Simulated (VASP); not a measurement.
Computed with LDA (Ceperley-Alder, Perdew-Zunger), VASP's LDA PAW potentials (set 64) (plane waves; VASP 6.6.1).

VASP input:

File POSCAR:
```
KZnF3
1.0
  3.9171304357   0.0000000000   0.0000000000
  0.0000000000   3.9171304357   0.0000000000
  0.0000000000   0.0000000000   3.9171304357
K Zn F
1 1 3
direct
  0.0000000000   0.0000000000   0.0000000000
  0.5000000000   0.5000000000   0.5000000000
  0.5000000000   0.0000000000   0.5000000000
  0.0000000000   0.5000000000   0.5000000000
  0.5000000000   0.5000000000   0.0000000000
```

KPOINTS:
```
Automatic
0
gamma
6 6 6
0 0 0
```

**INCAR**
```
SYSTEM = KZnF3
PREC = Accurate
ENCUT = 620
EDIFF = 1E-6
NELM = 100
ALGO = Normal
LREAL = .FALSE.
LASPH = .TRUE.
ISMEAR = 0
SIGMA = 0.05
LMAXMIX = 4
LWAVE = .FALSE.
LCHARG = .FALSE.
IBRION = 2
ISIF = 3
NSW = 40
EDIFFG = -0.02
PSTRESS = 50
```

POTCAR, in this order: K_sv Zn F (LDA.64 set). Program: vasp_std.

The resulting files:

File OUTCAR:
```
 ion  position               nearest neighbor table
   1  0.000  0.000  0.000-   3 2.77   4 2.77   5 2.77   3 2.77   4 2.77   4 2.77   5 2.77   4 2.77
                             3 2.77   5 2.77   3 2.77   5 2.77   2 3.39   2 3.39   2 3.39   2 3.39
   2  0.500  0.500  0.500-   3 1.96   4 1.96   5 1.96   5 1.96   3 1.96   4 1.96   1 3.39   1 3.39
                             1 3.39   1 3.39   1 3.39   1 3.39   1 3.39   1 3.39
   3  0.500  0.000  0.500-   2 1.96   2 1.96   1 2.77   1 2.77   1 2.77   1 2.77
   4  0.000  0.500  0.500-   2 1.96   2 1.96   1 2.77   1 2.77   1 2.77   1 2.77
   5  0.500  0.500  0.000-   2 1.96   2 1.96   1 2.77   1 2.77   1 2.77   1 2.77
  LATTYP: Found a simple cubic cell.
 ALAT       =     3.9171304357
 Subroutine PRICEL returns:
 Original cell was already a primitive cell.
 Subroutine GETGRP returns: Found 48 space group operations
The static configuration has the point symmetry O_h .
The dynamic configuration has the point symmetry O_h .
 Subroutine INISYM returns: Found 48 space group operations
 Subroutine IBZKPT returns following result:
 Found     20 irreducible k-points:

 Following reciprocal coordinates:
            Coordinates               Weight
  0.000000  0.000000  0.000000      1.000000
  0.166667  0.000000  0.000000      6.000000
  0.333333  0.000000  0.000000      6.000000
  0.500000  0.000000  0.000000      3.000000
...
```

File OSZICAR:
```
       N       E                     dE             d eps       ncg     rms          rms(c)
DAV:   1     0.505444640742E+03    0.50544E+03   -0.25264E+04  1000   0.235E+03
DAV:   2     0.181991545592E+02   -0.48725E+03   -0.47332E+03  1160   0.558E+02
DAV:   3    -0.239059189040E+02   -0.42105E+02   -0.41652E+02  1188   0.172E+02
DAV:   4    -0.250174473242E+02   -0.11115E+01   -0.11093E+01  1623   0.260E+01
DAV:   5    -0.250337572742E+02   -0.16310E-01   -0.16301E-01  1344   0.258E+00    0.138E+01
DAV:   6    -0.230778933472E+02    0.19559E+01   -0.72618E+00  1524   0.390E+01    0.922E+00
DAV:   7    -0.230997034861E+02   -0.21810E-01   -0.12500E+00  1048   0.812E+00    0.562E+00
DAV:   8    -0.230921278684E+02    0.75756E-02   -0.48334E-01  1380   0.145E+01    0.151E+00
DAV:   9    -0.230680007315E+02    0.24127E-01   -0.64522E-02  1543   0.692E+00    0.734E-01
DAV:  10    -0.230615867372E+02    0.64140E-02   -0.95559E-02  1449   0.824E+00    0.292E-01
DAV:  11    -0.230612036520E+02    0.38309E-03   -0.13888E-02  1406   0.156E+00    0.123E-01
DAV:  12    -0.230612360932E+02   -0.32441E-04   -0.62402E-04  1125   0.189E-01    0.105E-01
DAV:  13    -0.230610712374E+02    0.16486E-03   -0.60346E-04  1551   0.846E-01    0.436E-02
DAV:  14    -0.230610758828E+02   -0.46454E-05   -0.24321E-04  1150   0.116E-01    0.139E-02
DAV:  15    -0.230610743342E+02    0.15487E-05   -0.56965E-06  1224   0.368E-02    0.620E-03
DAV:  16    -0.230610739540E+02    0.38013E-06   -0.30181E-06   853   0.152E-02
   1 F= -.21185373E+02 E0= -.21185373E+02  d E =-.211854E+02
```

File OUTCAR:
```
------------------------ aborting loop because EDIFF is reached ----------------------------------------
  FORCE on cell =-STRESS in cart. coord.  units (eV):
  Direction    XX          YY          ZZ          XY          YZ          ZX
  --------------------------------------------------------------------------------------
  Total        1.9017678      1.9017678      1.9017678     -0.0000000      0.0000000     -0.0000000
  in kB       50.6948663     50.6948663     50.6948663     -0.0000000      0.0000000     -0.0000000
  external PRESSURE =       0.6948663 kB  Pullay stress =      50.0000000 kB
  volume of cell :       60.10
      direct lattice vectors                 reciprocal lattice vectors
     3.917130436  0.000000000  0.000000000     0.255288920  0.000000000  0.000000000
     0.000000000  3.917130436  0.000000000     0.000000000  0.255288920  0.000000000
     0.000000000  0.000000000  3.917130436     0.000000000  0.000000000  0.255288920
 POSITION                                       TOTAL-FORCE (eV/Angst)
 -----------------------------------------------------------------------------------
      0.00000      0.00000      0.00000         0.000000      0.000000      0.000000
      1.95857      1.95857      1.95857         0.000000      0.000000      0.000000
      1.95857      0.00000      1.95857         0.000000      0.000000      0.000000
      0.00000      1.95857      1.95857         0.000000      0.000000      0.000000
      1.95857      1.95857      0.00000         0.000000      0.000000      0.000000
 -----------------------------------------------------------------------------------
    total drift:                                0.000000     -0.000000     -0.000000
  FREE ENERGIE OF THE ION-ELECTRON SYSTEM (eV)
  ---------------------------------------------------
  free  energy   TOTEN  =       -23.0610739540 eV

  energy  without entropy=      -23.0610739540  energy(sigma->0) =      -23.06107395
  enthalpy is  TOTEN    =       -21.1853733350 eV   P V=        1.8757006191

 reached required accuracy - stopping structural energy minimisation
```
(Selected blocks of OUTCAR.)

File OUTCAR:
```
 val. band max:       -0.0929090087   @ k =   0.5000   0.5000   0.5000

 cond. band min:       3.7781965848   @ k =   0.0000   0.0000   0.0000


 Fermi energy:         0.2391475339

 k-point     1 :       0.0000    0.0000    0.0000
  band No.  band energies     occupation
      1     -27.0421      2.00000
      2     -22.1646      2.00000
      3     -21.3495      2.00000
      4     -21.3495      2.00000
      5     -10.7981      2.00000
      6     -10.7981      2.00000
      7     -10.7981      2.00000
      8      -5.1374      2.00000
      9      -5.1374      2.00000
     10      -5.1374      2.00000
     11      -3.8156      2.00000
     12      -3.8156      2.00000
     13      -3.8156      2.00000
     14      -3.3343      2.00000
     15      -3.3343      2.00000
     16      -2.8059      2.00000
     17      -2.8059      2.00000
     18      -2.8059      2.00000
     19      -2.5057      2.00000
     20      -2.5057      2.00000
     21      -2.5057      2.00000
     22       3.7782      0.00000
     23       7.8949      0.00000
     24       7.8949      0.00000
     25       9.2106      0.00000

 k-point     2 :       0.1667    0.0000    0.0000
  band No.  band energies     occupation
      1     -27.0305      2.00000
      2     -22.1280      2.00000
      3     -21.3888      2.00000
      4     -21.3467      2.00000
      5     -10.7866      2.00000
      6     -10.7778      2.00000
      7     -10.7778      2.00000
      8      -5.5898      2.00000
      9      -5.1219      2.00000
     10      -5.1219      2.00000
     11      -4.0038      2.00000
     12      -4.0038      2.00000
     13      -3.8138      2.00000
     14      -3.3531      2.00000
     15      -3.3341      2.00000
     16      -2.8802      2.00000
     17      -2.7337      2.00000
     18      -2.7337      2.00000
     19      -2.4499      2.00000
     20      -2.4499      2.00000
     21      -2.3184      2.00000
     22       4.3547      0.00000
     23       8.1611      0.00000
...
```

The compound is KZnF3 in the cubic perovskite structure. It was relaxed first under an external pressure of 5 GPa.
